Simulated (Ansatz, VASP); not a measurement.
# ZnIn: VASP beside Ansatz, part 2 of 2

Wanted: the spread between two codes on one cell, functional and k mesh. The cell is generated by rule, not measured, and may not be a known phase. The cell is taken from a series of runs on this material, whose earlier steps may have relaxed, scaled, displaced or heated it; both programs get it as it stands.

VASP 6.6.1 and Ansatz 0.2.0.

So far: Set-up; Ansatz: zone-centre phonons, PBEsol.

### 3. VASP: zone-centre phonons, PBEsol

Level of this step: PBEsol; plane waves and PAW (In_d, Zn); invented cell (VASP).

The same cell, functional, mesh and smearing now go to VASP, with its own data sets.

Lines of VASP's logs that name or quote its potential files are left out, and so is its time.

Input file INCAR:

```
SYSTEM = ZnIn
PREC = Accurate
ENCUT = 500
EDIFF = 1E-08
NELM = 120
ISMEAR = 1
SIGMA = 0.2
LREAL = .FALSE.
ALGO = Normal
GGA = PS
NBANDS = 18
LORBIT = 11
LWAVE = .FALSE.
LCHARG = .FALSE.
ISIF = 2
IBRION = 8
LASPH = .TRUE.
GGA_COMPAT = .FALSE.
KPAR = 2
```

Input file POSCAR:

```
ZnIn
1.0
    0.0000000000      2.8412930343      2.8412930343
    2.8412930343      0.0000000000      2.8412930343
    2.8412930343      2.8412930343      0.0000000000
In Zn
1 1
Direct
    0.0000000000      0.0000000000      0.0000000000
    0.5000000000      0.5000000000      0.5000000000
```

Input file KPOINTS:

```
Automatic mesh
0
Gamma
16 16 16
0 0 0
```

Potentials, in the order of the species: In_d and Zn (PBE family, release 64).

Launch:

```console
> mpirun -np 2 vasp_std
```

Numbers of over 12 decimals in the logs are rounded to 6 here.

The log of the run:

```text
[banner, memory and clock lines left out]
running    2 mpi-ranks, on    1 nodes
 distrk:  each k-point on    1 cores,    2 groups
 distr:  one band on    1 cores,    1 groups

 POSCAR found type information on POSCAR InZn
 POSCAR found :  2 types and       2 ions
|                                                                             |
|               ----> ADVICE to this user running VASP <----                  |
|                                                                             |
|     You enforced a specific xc type in the INCAR file but a different       |
|     [... a line on the potential file left out ...]
|     I HOPE YOU KNOW WHAT YOU ARE DOING!                                     |
|                                                                             |

 LDA part: xc-table for (Slater+PW92), standard interpolation
 POSCAR, INCAR and KPOINTS ok, starting setup
 FFT: planning ... GRIDC
 FFT: planning ... GRID_SOFT
 FFT: planning ... GRID
 WAVECAR not read
 entering main loop
       N       E                     dE             d eps       ncg     rms          rms(c)
DAV:   1     0.153410807287E+03    0.15341E+03   -0.12021E+04  5236   0.184E+03
DAV:   2     0.430459390890E+01   -0.14911E+03   -0.14686E+03  5246   0.341E+02
DAV:   3    -0.414048558067E+01   -0.84451E+01   -0.84141E+01  5984   0.947E+01
DAV:   4    -0.431369708809E+01   -0.17321E+00   -0.17314E+00  6154   0.135E+01
DAV:   5    -0.432165776848E+01   -0.79607E-02   -0.79602E-02  6808   0.263E+00    0.321E+00
DAV:   6    -0.417514590038E+01    0.14651E+00   -0.72415E-01  5774   0.165E+01    0.192E+00
DAV:   7    -0.416427217728E+01    0.10874E-01   -0.46194E-02  6482   0.382E+00    0.936E-01
DAV:   8    -0.416085053605E+01    0.34216E-02   -0.64185E-03  6900   0.979E-01    0.168E-01
DAV:   9    -0.416064258553E+01    0.20795E-03   -0.68298E-04  7226   0.441E-01    0.747E-02
DAV:  10    -0.416063662413E+01    0.59614E-05   -0.79746E-05  5616   0.984E-02    0.162E-02
DAV:  11    -0.416063726632E+01   -0.64219E-06   -0.53278E-06  8300   0.327E-02    0.430E-03
DAV:  12    -0.416063742342E+01   -0.15710E-06   -0.57793E-07  6728   0.769E-03    0.258E-03
DAV:  13    -0.416063747084E+01   -0.47418E-07   -0.38396E-08  5784   0.159E-03    0.241E-04
DAV:  14    -0.416063744165E+01    0.29187E-07   -0.11398E-09  3018   0.527E-04    0.299E-04
DAV:  15    -0.416063743698E+01    0.46748E-08   -0.22200E-10  2920   0.229E-04
   1 F= -.41606374E+01 E0= -.41607097E+01  d E =0.216666E-03
 Linear response reoptimize wavefunctions to high precision
DAV:   1    -0.416063743564E+01    0.13415E-08   -0.84061E-11  2996   0.126E-04
DAV:   2    -0.416063743565E+01   -0.14552E-10   -0.34933E-11  2872   0.546E-05
 Linear response DOF=           2
 Linear response progress:
  Degree of freedom:   1/  2
       N       E                     dE             d eps       ncg     rms          rms(c)
RMM:   1    -0.232185971989E+00   -0.23219E+00   -0.14127E-01 18556   0.378E+00
RMM:   2    -0.234806326733E+00   -0.26204E-02   -0.11419E-02 20700   0.763E-01    0.480E-02
RMM:   3    -0.234854035321E+00   -0.47709E-04   -0.11184E-03 21748   0.232E-01    0.211E-02
RMM:   4    -0.234784501486E+00    0.69534E-04   -0.10441E-04 22745   0.779E-02    0.171E-02
RMM:   5    -0.234793549317E+00   -0.90478E-05   -0.14520E-05 22583   0.299E-02    0.560E-03
RMM:   6    -0.234803283196E+00   -0.97339E-05   -0.27779E-06 22601   0.120E-02    0.280E-03
RMM:   7    -0.234807645264E+00   -0.43621E-05   -0.53013E-07 22258   0.480E-03    0.198E-03
RMM:   8    -0.234808825698E+00   -0.11804E-05   -0.11549E-07 23055   0.221E-03    0.117E-04
RMM:   9    -0.234808642930E+00    0.18277E-06    0.20131E-07 22826   0.109E-03    0.167E-04
RMM:  10    -0.234808610472E+00    0.32457E-07    0.41552E-07 23411   0.576E-04    0.189E-04
RMM:  11    -0.234808593452E+00    0.17020E-07    0.15000E-07 23313   0.333E-04    0.265E-04
RMM:  12    -0.234808779264E+00   -0.18581E-06    0.14285E-07 23411   0.210E-04    0.972E-05
RMM:  13    -0.234808856201E+00   -0.76937E-07    0.42065E-08 23268   0.143E-04    0.124E-04
RMM:  14    -0.234808851172E+00    0.50295E-08    0.45916E-08 23841   0.105E-04    0.364E-05
 first order change of Fermi-energy   0.28652E-04
 force on displaced ion       1 direction 1 :  -2.348   0.000   0.000
 Linear response progress:
  Degree of freedom:   2/  2
       N       E                     dE             d eps       ncg     rms          rms(c)
RMM:   1    -0.210896984743E+00   -0.21090E+00   -0.32162E-02 16570   0.170E+00
RMM:   2    -0.209808743710E+00    0.10882E-02   -0.66946E-03 18519   0.886E-01    0.431E-02
RMM:   3    -0.209749393586E+00    0.59350E-04   -0.11047E-03 20318   0.332E-01    0.220E-02
RMM:   4    -0.209658443632E+00    0.90950E-04   -0.18795E-04 21263   0.143E-01    0.569E-03
RMM:   5    -0.209644476646E+00    0.13967E-04   -0.43748E-05 21692   0.645E-02    0.357E-03
RMM:   6    -0.209650088875E+00   -0.56122E-05   -0.94949E-06 21917   0.310E-02    0.121E-03
RMM:   7    -0.209649323444E+00    0.76543E-06   -0.26058E-06 22207   0.155E-02    0.166E-03
RMM:   8    -0.209649924394E+00   -0.60095E-06   -0.79120E-07 23192   0.758E-03    0.125E-03
RMM:   9    -0.209648706631E+00    0.12178E-05   -0.24057E-07 22150   0.432E-03    0.895E-04
RMM:  10    -0.209649185711E+00   -0.47908E-06   -0.90847E-08 23078   0.219E-03    0.630E-04
RMM:  11    -0.209649162601E+00    0.23111E-07   -0.19155E-08 24010   0.118E-03    0.628E-04
RMM:  12    -0.209649208695E+00   -0.46094E-07   -0.77172E-09 23524   0.581E-04    0.936E-04
RMM:  13    -0.209649066118E+00    0.14258E-06   -0.69919E-09 22970   0.346E-04    0.618E-05
RMM:  14    -0.209649060568E+00    0.55508E-08   -0.55297E-09 24400   0.195E-04    0.404E-05
 first order change of Fermi-energy  -0.67217E-04
 force on displaced ion       2 direction 1 :  -2.456   0.000   0.000
 Linear response finished
```

From OUTCAR (step 3):

```text
ion  position               nearest neighbor table
   1  0.000  0.000  0.000-   2 2.84   2 2.84   2 2.84   2 2.84   2 2.84   2 2.84
   2  0.500  0.500  0.500-   1 2.84   1 2.84   1 2.84   1 2.84   1 2.84   1 2.84

  LATTYP: Found a face centered cubic cell.
 ALAT       =     5.6825860686

 Subroutine GETGRP returns: Found 48 space group operations
 (whereof 48 operations were pure point group operations)

The static configuration has the point symmetry O_h .

 Found    145 irreducible k-points:

   k-points           NKPTS =    145   k-points in BZ     NKDIM =    145   number of bands    NBANDS=     18

   dimension x,y,z NGX =    30 NGY =   30 NGZ =   30
   dimension x,y,z NGXF=    60 NGYF=   60 NGZF=   60

   ENCUT  =  500.0 eV  36.75 Ry    6.06 a.u.   7.33  7.33  7.33*2*pi/ulx,y,z

   NELECT =      25.0000    total number of electrons

 k-points in reciprocal lattice and weights: Automatic mesh
   0.00000000  0.00000000  0.00000000       0.000
   0.06250000  0.00000000  0.00000000       0.002
   0.12500000  0.00000000  0.00000000       0.002
   0.18750000  0.00000000  0.00000000       0.002
   0.25000000  0.00000000  0.00000000       0.002
   0.31250000  0.00000000  0.00000000       0.002
   0.37500000  0.00000000  0.00000000       0.002
   0.43750000  0.00000000  0.00000000       0.002
   0.50000000  0.00000000  0.00000000       0.001
[...]
-0.31250000  0.50000000  0.18750000       0.003
  -0.25000000  0.50000000  0.25000000       0.001

 average (electrostatic) potential at core
       1 -96.3623       2 -34.7961

  Total       -0.5805045     -0.5805045     -0.5805045     -0.0000000     -0.0000000     -0.0000000
  in kB      -20.2739355    -20.2739355    -20.2739355     -0.0000000     -0.0000000     -0.0000000
  external PRESSURE =     -20.2739355 kB  Pullay stress =       0.0000000 kB

  energy-cutoff  :      500.00
  volume of cell :       45.88
      direct lattice vectors                 reciprocal lattice vectors
     0.000000000  2.841293034  2.841293034    -0.175976217  0.175976217  0.175976217
     2.841293034  0.000000000  2.841293034     0.175976217 -0.175976217  0.175976217
     2.841293034  2.841293034  0.000000000     0.175976217  0.175976217 -0.175976217

 POSITION                                       TOTAL-FORCE (eV/Angst)
 -----------------------------------------------------------------------------------
      0.00000      0.00000      0.00000        -0.000000      0.000000     -0.000000
      2.84129      2.84129      2.84129         0.000000     -0.000000      0.000000
 -----------------------------------------------------------------------------------
    total drift:                                0.000000      0.000000      0.000000

 Eigenvectors and eigenvalues of the dynamical matrix
 ----------------------------------------------------

   1 f  =    3.765557 THz    23.659695 2PiTHz  125.605477 cm-1    15.573087 meV
             X         Y         Z           dx          dy          dz
      0.000000  0.000000  0.000000     0.593704    0.000000    0.000000
      2.841293  2.841293  2.841293    -0.804684    0.000000    0.000000

   2 f  =    3.765557 THz    23.659695 2PiTHz  125.605477 cm-1    15.573087 meV
             X         Y         Z           dx          dy          dz
      0.000000  0.000000  0.000000     0.000000   -0.593704    0.000000
      2.841293  2.841293  2.841293     0.000000    0.804684    0.000000

   3 f  =    3.765557 THz    23.659695 2PiTHz  125.605477 cm-1    15.573087 meV
             X         Y         Z           dx          dy          dz
      0.000000  0.000000  0.000000     0.000000    0.000000   -0.593704
      2.841293  2.841293  2.841293     0.000000   -0.000000    0.804684

   4 f/i=    0.040738 THz     0.255967 2PiTHz    1.358888 cm-1     0.168481 meV
             X         Y         Z           dx          dy          dz
      0.000000  0.000000  0.000000    -0.124915    0.130057    0.784218
      2.841293  2.841293  2.841293    -0.092163    0.095957    0.578604

   5 f/i=    0.040738 THz     0.255967 2PiTHz    1.358888 cm-1     0.168481 meV
             X         Y         Z           dx          dy          dz
      0.000000  0.000000  0.000000    -0.757514    0.221203   -0.157346
      2.841293  2.841293  2.841293    -0.558901    0.163206   -0.116091

   6 f/i=    0.040738 THz     0.255967 2PiTHz    1.358888 cm-1     0.168481 meV
             X         Y         Z           dx          dy          dz
      0.000000  0.000000  0.000000     0.241008    0.762673   -0.088095
      2.841293  2.841293  2.841293     0.177818    0.562708   -0.064997

 ELASTIC MODULI CONTR FROM IONIC RELAXATION (kBar)
 Direction    XX          YY          ZZ          XY          YZ          ZX
 --------------------------------------------------------------------------------
 XX           0.0000      0.0000      0.0000      0.0000      0.0000      0.0000
 YY           0.0000      0.0000      0.0000      0.0000      0.0000      0.0000
 ZZ           0.0000      0.0000      0.0000      0.0000      0.0000      0.0000
 XY           0.0000      0.0000      0.0000      0.0000      0.0000      0.0000
 YZ           0.0000      0.0000      0.0000      0.0000      0.0000      0.0000
 ZX           0.0000      0.0000      0.0000      0.0000      0.0000      0.0000
 --------------------------------------------------------------------------------
```

### 4. Side by side

Known differences besides the potentials themselves: VASP's run holds the zone centre alone; the cutoff is 250 eV in Ansatz and 500 eV in VASP; Ansatz makes its cores anew for this functional, VASP keeps those of its PBE data sets; Ansatz's log warns that its cutoff lies below the recommended one. Total energies have different zeros and are not compared.

Compared:

| quantity | Ansatz | VASP | difference |
| --- | --- | --- | --- |
| optical mode 1 to 3 (cm⁻¹) | 142.1 | 125.6 | +13.15 % |

Modes are paired by rising frequency, not by their patterns, so a pair may set unlike modes beside each other; they are those without the splitting of longitudinal modes.

### 5. Results

| Item | Value |
| --- | --- |
| r.m.s. difference of the optical zone-centre modes, each program's sorted by frequency (zone-centre phonons, PBEsol) | 17 cm⁻¹ |
| difference in optical mode 1 to 3 (zone-centre phonons, PBEsol) | +13.1 % |

The r.m.s. difference of the optical zone-centre modes, each program's sorted by frequency is 17 cm⁻¹ (zone-centre phonons, PBEsol). Among the rows given in per cent, the largest difference of the zone-centre phonons, PBEsol pair is in optical mode 1 to 3, +13.1 %. Ansatz's own log doubts the convergence of its zone-centre phonons, PBEsol run, which may account for the difference. Such differences can come from data sets, numerical settings and the points named under the comparisons, not from the functional's error against experiment.

[Lines on the potential files, build, host, timing and source positions are cut from VASP's logs without a mark.]

[Logs are printed without paths, hosts, clocks, repeated set-up lines and the standing remarks that a program may print on its own settings, such as how far it seeks lower states.]

[Hosts, paths, dates, database ids (printed as entryN), source tags and the programs' standing remarks are cut or masked in the printed files.]
